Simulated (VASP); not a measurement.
Input:

```yaml
crystal:
  lattice:
    - [0.00000, 2.81900, 2.81900]
    - [2.81900, 0.00000, 2.81900]
    - [2.81900, 2.81900, 0.00000]
  atoms:
    - { symbol: Li, position: [0.25000, 0.25000, 0.25000] }
    - { symbol: Li, position: [0.75000, 0.75000, 0.75000] }
    - { symbol: S, position: [0.00000, 0.00000, 0.00000] }
```

These are MS2 meta-GGA, VASP's PBE PAW potentials (set 64) (plane waves; VASP 6.6.1) values and carry that method's errors. Run with 520 eV cut-off, 8×8×8 Γ-centred mesh, tetrahedra with Blöchl corrections, potentials Li_sv S.

### Question
Predict the energy per atom (σ→0), band gap (over mesh and band path) with the smallest direct gap where there is one.

### Answer

| Property | Result |
|---|---|
| band gap (over mesh and band path) | 3.85 eV |
| smallest direct gap (over mesh and band path) | 5.16 eV |
| energy per atom (σ→0) | -6.203 eV/atom |

Total energies compare only between runs with the same potentials, cut-off and functional.

The compound is Li2S in the antifluorite structure. It was relaxed first.
